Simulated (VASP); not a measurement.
Method: PBE GGA, VASP's PBE PAW potentials (set 64) (plane waves; VASP 6.6.1).

VASP ran on this input.

**POSCAR**
```
CaO
1
    0.0000000000     2.3701557275     2.3701557275
    2.3701557275     0.0000000000     2.3701557275
    2.3701557275     2.3701557275     0.0000000000
Ca O
1 1
Direct
  0.0000000000   0.0000000000   0.0000000000
  0.5000000000   0.5000000000   0.5000000000
```

**KPOINTS**
```
Automatic mesh
0
Gamma
9 9 9
0 0 0
```

### INCAR
```
# general
SYSTEM=CaO
PREC  =Accurate
ENCUT =520   # plane-wave cut-off (eV)
LREAL =.FALSE.   # projection in real space or not
LASPH =.TRUE.

# electronic loop
EDIFF =1E-7   # SCF stop (eV)
NELM  =100
ALGO  =Normal

# smearing
ISMEAR=0   # Gaussian
SIGMA =0.05

# functional
GGA   =PE   # PBE

# ions
ISIF  =2   # forces and stress, cell fixed

# output
LWAVE =.FALSE.
LCHARG=.FALSE.
```

POTCAR, in this order: Ca_sv O (PBE.64 set). Program: vasp_std.

The run wrote:

**OSZICAR**
```
       N       E                     dE             d eps       ncg     rms          rms(c)
DAV:   1     0.126935807776E+03    0.12694E+03   -0.86304E+03   840   0.137E+03
DAV:   2    -0.791676534349E+01   -0.13485E+03   -0.12747E+03   972   0.335E+02
DAV:   3    -0.142553763544E+02   -0.63386E+01   -0.62877E+01  1020   0.750E+01
DAV:   4    -0.144823715536E+02   -0.22700E+00   -0.22674E+00  1252   0.128E+01
DAV:   5    -0.144857319927E+02   -0.33604E-02   -0.33604E-02   996   0.156E+00    0.858E+00
DAV:   6    -0.128019498468E+02    0.16838E+01   -0.85421E+00   976   0.277E+01    0.352E+00
DAV:   7    -0.127676291318E+02    0.34321E-01   -0.68527E-01  1152   0.827E+00    0.172E+00
DAV:   8    -0.127681307083E+02   -0.50158E-03   -0.80059E-02   908   0.327E+00    0.440E-01
DAV:   9    -0.127658478068E+02    0.22829E-02   -0.25413E-02  1060   0.138E+00    0.132E-01
DAV:  10    -0.127662328620E+02   -0.38506E-03   -0.21126E-03   912   0.476E-01    0.262E-02
DAV:  11    -0.127662987693E+02   -0.65907E-04   -0.36080E-04  1168   0.161E-01    0.308E-02
DAV:  12    -0.127662830077E+02    0.15762E-04   -0.64581E-05   980   0.901E-02    0.447E-03
DAV:  13    -0.127662830143E+02   -0.66761E-08   -0.41419E-06  1072   0.208E-02    0.923E-04
DAV:  14    -0.127662828667E+02    0.14768E-06   -0.17939E-07   976   0.465E-03    0.334E-04
DAV:  15    -0.127662829499E+02   -0.83272E-07   -0.28318E-08   476   0.223E-03
   1 F= -.12766283E+02 E0= -.12766283E+02  d E =-.537171E-24
```

### OUTCAR
```
------------------------ aborting loop because EDIFF is reached ----------------------------------------
  FORCE on cell =-STRESS in cart. coord.  units (eV):
  Direction    XX          YY          ZZ          XY          YZ          ZX
  --------------------------------------------------------------------------------------
  Total        1.2448063      1.2448063      1.2448063      0.0000000      0.0000000      0.0000000
  in kB       74.8948067     74.8948067     74.8948067      0.0000000      0.0000000      0.0000000
  external PRESSURE =      74.8948067 kB  Pullay stress =       0.0000000 kB
  volume of cell :       26.63
      direct lattice vectors                 reciprocal lattice vectors
     0.000000000  2.370155727  2.370155727    -0.210956603  0.210956603  0.210956603
     2.370155727  0.000000000  2.370155727     0.210956603 -0.210956603  0.210956603
     2.370155727  2.370155727  0.000000000     0.210956603  0.210956603 -0.210956603
  FREE ENERGIE OF THE ION-ELECTRON SYSTEM (eV)
  ---------------------------------------------------
  free  energy   TOTEN  =       -12.7662829499 eV

  energy  without entropy=      -12.7662829499  energy(sigma->0) =      -12.76628295
```
(Selected blocks of OUTCAR.)

File OUTCAR:
```
 val. band max:        2.5911793922   @ k =   0.0000   0.0000   0.0000

 cond. band min:       6.2693831649   @ k =   0.4444   0.4444   0.0000


 Fermi energy:         2.9333133185

 k-point     1 :       0.0000    0.0000    0.0000
  band No.  band energies     occupation
      1     -34.8791      2.00000
      2     -15.6101      2.00000
      3     -15.6101      2.00000
      4     -15.6101      2.00000
      5     -13.0228      2.00000
      6       2.5912      2.00000
      7       2.5912      2.00000
      8       2.5912      2.00000
      9       7.6501      0.00000
     10       8.9165      0.00000
     11       8.9165      0.00000
     12       8.9165      0.00000

 k-point     2 :       0.1111    0.0000    0.0000
  band No.  band energies     occupation
      1     -34.8648      2.00000
      2     -15.8229      2.00000
      3     -15.6171      2.00000
      4     -15.6171      2.00000
      5     -12.8032      2.00000
      6       2.1459      2.00000
      7       2.4082      2.00000
      8       2.4082      2.00000
      9       8.2095      0.00000
     10       8.8829      0.00000
     11       9.1380      0.00000
     12       9.1380      0.00000

 k-point     3 :       0.2222    0.0000    0.0000
  band No.  band energies     occupation
      1     -34.8283      2.00000
      2     -16.2606      2.00000
      3     -15.6349      2.00000
      4     -15.6349      2.00000
      5     -12.3474      2.00000
      6       1.2380      2.00000
      7       1.9920      2.00000
      8       1.9920      2.00000
      9       8.9065      0.00000
     10       9.4888      0.00000
     11       9.7376      0.00000
     12       9.7376      0.00000

 k-point     4 :       0.3333    0.0000    0.0000
  band No.  band energies     occupation
      1     -34.7863      2.00000
      2     -16.6623      2.00000
      3     -15.6550      2.00000
      4     -15.6550      2.00000
      5     -11.9224      2.00000
      6       0.4004      2.00000
...
```

The compound is CaO in the rock salt structure. This cell is one point of a volume scan, at 0.94 of the reference volume.
